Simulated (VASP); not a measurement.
Given:

```yaml
crystal:
  lattice:
    - [1.57703, 0.91050, 6.10601]
    - [-1.57703, 0.91050, 6.10601]
    - [0.00000, -1.82099, 6.10601]
  atoms:
    - { symbol: Fe, position: [0.00000, 0.00000, 0.00000], spin: 4.0 }
    - { symbol: Se, position: [0.75230, 0.75230, 0.75230] }
    - { symbol: Se, position: [0.58100, 0.58100, 0.58100] }
```

Level of theory: PBE GGA, VASP's PBE PAW potentials (set 64) (plane waves; VASP). Run with 300 eV cut-off, 4×4×4 Γ-centred mesh, Fermi-Dirac smearing of 0.10 eV, potentials Fe Se.

At this cut-off the stress carries a Pulay error, which pulls relaxed volumes low. The moments were started parallel, and other spin orders were not tried in this run.

Estimate the cell moment, energy per atom (σ→0), pressure, largest force, band gap (on the k-mesh) with the smallest direct gap where there is one.

```json
{
  "band gap (on the k-mesh)": "none (metal, semimetal or under 0.01 eV)",
  "cell_moment": "1.98 μB",
  "energy per atom (σ→0)": "-5.286 eV/atom",
  "pressure": "6.15 GPa",
  "largest_force": "0.115 eV/Å"
}
```

Give the moment on each site (PAW-sphere projection).

```json
[
 {"site": "Fe1", "moment (μB)": "2.04"},
 {"site": "Se2", "moment (μB)": "-0.06"},
 {"site": "Se3", "moment (μB)": "-0.06"}
]
```

The structure was generated: FeSe2 was put into an ordered model structure, which need not be its known phase. The cell was not relaxed at this level. The k-mesh is coarse (spacing up to 0.58 per Å, 2π included), so the numbers may not be converged in it.
